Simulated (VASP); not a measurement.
Given:

```
BN
1.0
    1.27122    -2.20182     0.00000
    1.27122     2.20182     0.00000
    0.00000     0.00000     4.20502
B N
2 2
Direct
  0.66667   0.33333   0.50025
  0.33333   0.66667   0.00025
  0.66667   0.33333   0.87475
  0.33333   0.66667   0.37475
```

The numbers are results of PBEsol GGA, VASP's PBE PAW potentials (set 64) (plane waves; VASP), not measurements. Run with 620 eV cut-off, 10×10×5 Γ-centred mesh, Gaussian smearing of 0.050 eV, potentials B N.

Question: Predict the energy per atom (σ→0).

Answer: 
energy per atom (σ→0): -9.159 eV/atom

Only differences to runs with the same potentials and settings are physical.

The compound is BN in the wurtzite structure, a metastable high-pressure form. It was relaxed first.
